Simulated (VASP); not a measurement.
# LiCrF3 (Pm-3m) in VASP: single point with PBE

Aim: the single point of LiCrF3 with PBE.

All numbers are computed with VASP 6.6.1; they aren't measurements. Logs are shortened: lines on timing, memory, paths and dates and some standing lists are left out, and cuts for length are marked.

**1. The crystal as given**

The structure is cubic, space group Pm-3m (No. 221). The conventional cell has a = 4.096 Å, b = 4.096 Å, c = 4.096 Å, α = 90.00°, β = 90.00°, γ = 90.00°. Li (site symmetry m-3m) has 12 F at 2.90 Å as nearest neighbours. Cr (site symmetry m-3m) has 6 F at 2.05 Å as nearest neighbours. F (site symmetry 4/mmm) has 2 Cr at 2.05 Å as nearest neighbours.

The cell was built by a generator and needn't be a form met in nature.

**2. Single point, PBE, collinear spin, typed start**

INCAR reads:

```
SYSTEM = LiCrF3
  ALGO = Normal
  EDIFF = 1E-6
  ENCUT = 520
  GGA = PE
  ISIF = 2
  ISMEAR = 0
  ISPIN = 2
  LASPH = .TRUE.
  LCHARG = .FALSE.
  LMAXMIX = 4
  LORBIT = 11
  LREAL = .FALSE.
  LWAVE = .FALSE.
  MAGMOM = 0 3.46 0 0 0
  NBANDS = 30
  NELM = 150
  PREC = Accurate
  SIGMA = 0.1
```

KPOINTS reads:

```
k-points
0
G
  10 10 10
  0 0 0
```

POSCAR reads:

```
LiCrF3
1.0
    4.0961976264      0.0000000000      0.0000000000
    0.0000000000      4.0961976264      0.0000000000
    0.0000000000      0.0000000000      4.0961976264
Li Cr F
1 1 3
Direct
    0.5000000000      0.5000000000      0.5000000000
    0.0000000000      0.0000000000      0.0000000000
    0.5000000000      0.0000000000      0.0000000000
    0.0000000000      0.5000000000      0.0000000000
    0.0000000000      0.0000000000      0.5000000000
```

Potentials or basis: VASP PAW PBE potentials, release 64 (Li_sv, Cr_pv, F).

Run with:

```
$ cat potpaw_PBE.64/Li_sv/POTCAR potpaw_PBE.64/Cr_pv/POTCAR potpaw_PBE.64/F/POTCAR > POTCAR
$ mpirun -np 1 vasp_std > vasp.out
```

OUTCAR:

```text
SYSTEM = LiCrF3
   EDIFF = 1E-6
   ENCUT = 520
   GGA = PE
   ISIF = 2
   ISMEAR = 0
   ISPIN = 2
   LASPH = .TRUE.
   LORBIT = 11
   LREAL = .FALSE.
   NELM = 150
   PREC = Accurate

 ion  position               nearest neighbor table
   1  0.500  0.500  0.500-
   2  0.000  0.000  0.000-   3 2.05   4 2.05   5 2.05   5 2.05   4 2.05   3 2.05
   3  0.500  0.000  0.000-   2 2.05   2 2.05
   4  0.000  0.500  0.000-   2 2.05   2 2.05
   5  0.000  0.000  0.500-   2 2.05   2 2.05

  LATTYP: Found a simple cubic cell.
 ALAT       =     4.0961976264

  Lattice vectors:

 A1 = (   4.0961976264,   0.0000000000,   0.0000000000)
 A2 = (   0.0000000000,   4.0961976264,   0.0000000000)
 A3 = (   0.0000000000,   0.0000000000,   4.0961976264)

Analysis of symmetry for initial positions (statically):
=====================================================================
 Subroutine PRICEL returns:
 Original cell was already a primitive cell.

 Routine SETGRP: Setting up the symmetry group for a
 simple cubic supercell.

 Subroutine GETGRP returns: Found 48 space group operations
 (whereof 48 operations were pure point group operations)
 out of a pool of 48 trial point group operations.

The static configuration has the point symmetry O_h .

Analysis of symmetry for dynamics (positions and initial velocities):
=====================================================================
 Subroutine PRICEL returns:
 Original cell was already a primitive cell.

 Routine SETGRP: Setting up the symmetry group for a
 simple cubic supercell.

 Subroutine GETGRP returns: Found 48 space group operations
 (whereof 48 operations were pure point group operations)
 out of a pool of 48 trial point group operations.

The dynamic configuration has the point symmetry O_h .

Analysis of structural, dynamic, and magnetic symmetry:
=====================================================================
 Subroutine PRICEL returns:
 Original cell was already a primitive cell.

 Routine SETGRP: Setting up the symmetry group for a
 simple cubic supercell.

 Subroutine GETGRP returns: Found 48 space group operations
 (whereof 48 operations were pure point group operations)
 out of a pool of 48 trial point group operations.

The overall configuration has the point symmetry O_h .

 Subroutine INISYM returns: Found 48 space group operations
 (whereof 48 operations are pure point group operations),
 and found     1 'primitive' translations

[... 129 lines left out ...]
   LEPSILON=     F    determine dielectric tensor
   LRPA    =     F    only Hartree local field effects (RPA)
 spin polarized calculation
 Gauss-broadening in eV      SIGMA  =   0.10
  energy-cutoff  :      520.00
  volume of cell :       68.73
 maximum number of plane-waves:      1868
   NGX = 15   NGY = 15   NGZ = 15

 number of electron      35.9999972 magnetization       3.9585363

 Free energy of the ion-electron system (eV)
  ---------------------------------------------------
  ext. energy  EPLUGINS =         0.00000000
  ---------------------------------------------------
  free energy    TOTEN  =       -28.11921273 eV

  energy without entropy =      -28.11425972  energy(sigma->0) =      -28.11673623

 E-fermi :   4.2763     XC(G=0):  -8.7443

 val. band max:        4.2720106817   @ k =   0.4000   0.1000   0.0000
 cond. band min:       4.3036216047   @ k =   0.3000   0.3000   0.2000
 fundamental gap:      0.0316109230
 Fermi energy:         4.2762953249

 spin component 1

 k-point     1 :       0.0000    0.0000    0.0000
  band No.  band energies     occupation
      1     -45.7346      1.00000
      2     -40.6555      1.00000
      3     -40.6555      1.00000
      4     -40.6555      1.00000
      5     -21.7401      1.00000
      6     -21.2594      1.00000
[... 781 lines left out ...]
     29      14.5542      0.00000
     30      14.9027      0.00000

 [... further k-points ...]

 spin component 2

 k-point     1 :       0.0000    0.0000    0.0000
  band No.  band energies     occupation
      1     -45.7292      1.00000
      2     -36.8930      1.00000
      3     -36.8930      1.00000
      4     -36.8930      1.00000
      5     -21.6608      1.00000
      6     -21.1952      1.00000
[... 781 lines left out ...]
     29      15.2293      0.00000
     30      15.4127      0.00000

 [... further k-points ...]

------------------------ aborting loop because EDIFF is reached ----------------------------------------

  FORCE on cell =-STRESS in cart. coord.  units (eV):
  Direction    XX          YY          ZZ          XY          YZ          ZX
  --------------------------------------------------------------------------------------
  -------------------------------------------------------------------------------------
  Total        0.0408471      0.0408471      0.0408471      0.0000000     -0.0000000      0.0000000
  in kB        0.9522014      0.9522014      0.9522014      0.0000000     -0.0000000      0.0000000
  external PRESSURE =       0.9522014 kB  Pullay stress =       0.0000000 kB

 VOLUME and BASIS-vectors are now :
 -----------------------------------------------------------------------------
  energy-cutoff  :      520.00
  volume of cell :       68.73
      direct lattice vectors                 reciprocal lattice vectors
     4.096197626  0.000000000  0.000000000     0.244128846  0.000000000  0.000000000
     0.000000000  4.096197626  0.000000000     0.000000000  0.244128846  0.000000000
     0.000000000  0.000000000  4.096197626     0.000000000  0.000000000  0.244128846

 POSITION                                       TOTAL-FORCE (eV/Angst)
 -----------------------------------------------------------------------------------
      2.04810      2.04810      2.04810         0.000000      0.000000      0.000000
      0.00000      0.00000      0.00000         0.000000      0.000000      0.000000
      2.04810      0.00000      0.00000         0.000000      0.000000      0.000000
      0.00000      2.04810      0.00000         0.000000      0.000000      0.000000
      0.00000      0.00000      2.04810         0.000000      0.000000      0.000000
 -----------------------------------------------------------------------------------
    total drift:                                0.000000     -0.000000      0.000000

  FREE ENERGIE OF THE ION-ELECTRON SYSTEM (eV)
  ---------------------------------------------------
  free  energy   TOTEN  =       -28.1192127320 eV

  energy  without entropy=      -28.1142597197  energy(sigma->0) =      -28.11673623

 total charge

# of ion       s       p       d       tot
------------------------------------------
    1        1.990   0.007   0.000   1.997
    2        0.184   6.185   4.155  10.524
    3        1.737   4.353   0.000   6.091
    4        1.737   4.353   0.000   6.091
    5        1.737   4.353   0.000   6.091
--------------------------------------------------
tot          7.386  19.252   4.155  30.793

 magnetization (x)

# of ion       s       p       d       tot
------------------------------------------
    1        0.001   0.001   0.000   0.002
    2        0.028   0.022   3.609   3.658
    3        0.006   0.015   0.000   0.021
    4        0.006   0.015   0.000   0.021
    5        0.006   0.015   0.000   0.021
--------------------------------------------------
tot          0.047   0.069   3.609   3.724
```

Run time: 3.2 min. Hardware: 1 thread of Intel Xeon Platinum 8488C (Sapphire Rapids), shared host; peak memory 0.3 GiB.

What came out:

- Free energy: -28.1192 eV
- Band gap on the k mesh: none (metal or under the smearing width)
- Net moment: 3.96 μB per cell
- Site moments: Li +0.00; Cr +3.66; F +0.02 μB
- Valence electrons inside the program's atomic spheres: Li 2.00; Cr 10.52; F 6.09

Levels at points of the mesh, in eV from the Fermi level:
Spin up:
| k point | band 18 | band 19 | band 20 | band 21 | band 22 | band 23 |
| --- | --- | --- | --- | --- | --- | --- |
| (0.00, 0.00, 0.00) | -2.16 | -2.16 | -0.88 | -0.88 | -0.57 | 5.30 |
| (0.50, 0.00, 0.00) | -1.54 | -1.54 | -0.87 | -0.04 | 2.09 | 2.18 |
| (0.50, 0.50, 0.00) | -1.53 | -1.13 | -0.45 | 1.28 | 3.21 | 3.21 |
| (0.50, 0.50, 0.50) | -1.13 | -1.13 | 1.28 | 1.28 | 3.31 | 4.74 |
Spin down:
```csv
k point,band 14,band 15,band 16,band 17,band 18,band 19
"(0.00, 0.00, 0.00)",-6.45,-6.45,-6.45,-0.35,1.43,1.43
"(0.50, 0.00, 0.00)",-6.66,-6.45,-6.45,1.48,1.65,1.95
"(0.50, 0.50, 0.00)",-6.92,-6.92,-5.98,2.04,2.04,2.31
"(0.50, 0.50, 0.50)",-5.97,-5.97,-5.97,2.45,2.45,2.45
```

Caveat: the cutoff is under 1.25 times the usual one of these potentials, so pressure, stress and relaxed cells hold a basis-set (Pulay) error; a cell with one magnetic atom can't hold antiferromagnetic order, which such compounds often take; semilocal functionals often make such compounds metallic where correlation or magnetic order opens a gap, which also shifts bond lengths.
